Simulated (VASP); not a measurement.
These are PBEsol GGA, VASP's PBE PAW potentials (set 64) (plane waves; VASP 6.6.1) values and carry that method's errors.

VASP input:

KPOINTS:
```
k-points along high-symmetry lines
15
Line-mode
Reciprocal
  0.000000   0.000000   0.000000 ! GAMMA
 -0.500000  -0.500000   0.000000 ! X

 -0.500000  -0.500000   0.000000 ! X
 -0.375000  -0.375000   0.250000 ! U

 -0.375000  -0.000000   0.375000 ! K
  0.000000   0.000000   0.000000 ! GAMMA

  0.000000   0.000000   0.000000 ! GAMMA
 -0.000000   0.000000   0.500000 ! L

 -0.000000   0.000000   0.500000 ! L
 -0.500000  -0.250000   0.250000 ! W

 -0.500000  -0.250000   0.250000 ! W
 -0.500000  -0.500000   0.000000 ! X
```

**INCAR**
```
SYSTEM = GaP
PREC = Accurate; ENCUT = 400; LREAL = F
LASPH = T; ICHARG = 11
EDIFF = 1E-7; NELM = 100; ALGO = Normal
LMAXMIX = 4
ISMEAR = 0; SIGMA = 0.05
GGA = PS
LWAVE = F; LCHARG = F; LORBIT = 11
```

**POSCAR**
```
GaP
1.0
  0.0000000000   2.7164457347   2.7164457347
  2.7164457347   0.0000000000   2.7164457347
  2.7164457347   2.7164457347   0.0000000000
Ga P
1 1
Direct
  0.0000000000   0.0000000000   0.0000000000
  0.2500000000   0.2500000000   0.2500000000
```

POTCAR, in this order: Ga_d P (PBE.64 set). Program: vasp_std. Read from the step before: CHGCAR.

What VASP printed:

File OUTCAR:
```
 ion  position               nearest neighbor table
   1  0.000  0.000  0.000-   2 2.35   2 2.35   2 2.35   2 2.35
   2  0.250  0.250  0.250-   1 2.35   1 2.35   1 2.35   1 2.35
  LATTYP: Found a face centered cubic cell.
 ALAT       =     5.4328914694
 Subroutine PRICEL returns:
 Original cell was already a primitive cell.
 Subroutine GETGRP returns: Found 24 space group operations
The static configuration has the point symmetry T_d .
The dynamic configuration has the point symmetry T_d .
 Subroutine INISYM returns: Found 24 space group operations
   k-points           NKPTS =     90   k-points in BZ     NKDIM =     90   number of bands    NBANDS=     13
   number of dos      NEDOS =    301   number of ions     NIONS =      2
   total plane-waves  NPLWV =  21952
   dimension x,y,z NGX =    28 NGY =   28 NGZ =   28
   dimension x,y,z NGXF=    56 NGYF=   56 NGZF=   56
   ions per type =               1   1
   PREC   = accura    normal or accurate (medium, high low for compatibility)
   ISTART =      0    job   : 0-new  1-cont  2-samecut
   ICHARG =     11    charge: 1-file 2-atom 10-const
   ISPIN  =      1    spin polarized calculation?
   LNONCOLLINEAR =      F non collinear calculations
   LSORBIT =      F    spin-orbit coupling
   INIWAV =      1    electr: 0-lowe 1-rand  2-diag
   ENCUT  =  400.0 eV  29.40 Ry    5.42 a.u.   6.26  6.26  6.26*2*pi/ulx,y,z
...
```

**OSZICAR**
```
       N       E                     dE             d eps       ncg     rms          rms(c)
DAV:   1     0.723378759919E+02    0.72338E+02   -0.83313E+03  2380   0.173E+03
DAV:   2    -0.276907937255E+01   -0.75107E+02   -0.71847E+02  2570   0.299E+02
DAV:   3    -0.829118128063E+01   -0.55221E+01   -0.53296E+01  2910   0.692E+01
DAV:   4    -0.839165517257E+01   -0.10047E+00   -0.10042E+00  2898   0.985E+00
DAV:   5    -0.839380333409E+01   -0.21482E-02   -0.21480E-02  2949   0.122E+00
DAV:   6    -0.839391565484E+01   -0.11232E-03   -0.11232E-03  3408   0.241E-01
DAV:   7    -0.839391638926E+01   -0.73442E-06   -0.73445E-06  2951   0.180E-02
DAV:   8    -0.839391640077E+01   -0.11502E-07   -0.11456E-07  2372   0.253E-03
   1 F= -.83939164E+01 E0= -.83939164E+01  d E =-.335984E-14
```

OUTCAR:
```
 val. band max:        4.6671988728   @ k =   0.0000   0.0000   0.0000

 cond. band min:       6.1166384797   @ k =  -0.4286  -0.4286   0.0000



 k-point     1 :       0.0000    0.0000    0.0000
  band No.  band energies     occupation
      1      -9.8882      2.00000
      2      -9.8882      2.00000
      3      -9.8882      2.00000
      4      -9.7843      2.00000
      5      -9.7843      2.00000
      6      -7.9307      2.00000
      7       4.6672      2.00000
      8       4.6672      2.00000
      9       4.6672      2.00000
     10       6.4974      0.00000
     11       8.4917      0.00000
     12       8.4917      0.00000
     13       8.4917      0.00000

 k-point     2 :      -0.0357   -0.0357    0.0000
  band No.  band energies     occupation
      1      -9.8904      2.00000
      2      -9.8874      2.00000
      3      -9.8874      2.00000
      4      -9.7847      2.00000
      5      -9.7841      2.00000
      6      -7.9079      2.00000
      7       4.4532      2.00000
      8       4.5983      2.00000
      9       4.5983      2.00000
     10       6.7035      0.00000
     11       8.4235      0.00000
     12       8.5851      0.00000
     13       8.5851      0.00000

 k-point     3 :      -0.0714   -0.0714    0.0000
  band No.  band energies     occupation
      1      -9.8967      2.00000
      2      -9.8851      2.00000
      3      -9.8851      2.00000
      4      -9.7858      2.00000
      5      -9.7832      2.00000
      6      -7.8400      2.00000
      7       3.9754      2.00000
      8       4.4108      2.00000
      9       4.4108      2.00000
     10       7.1452      0.00000
     11       8.2460      0.00000
     12       8.8459      0.00000
     13       8.8459      0.00000

 k-point     4 :      -0.1071   -0.1071    0.0000
  band No.  band energies     occupation
      1      -9.9062      2.00000
      2      -9.8811      2.00000
      3      -9.8811      2.00000
      4      -9.7876      2.00000
...
```

The density is held fixed in this step, so its total energy and stress have no physical meaning.

The compound is GaP in the zinc blende structure. It was relaxed first.
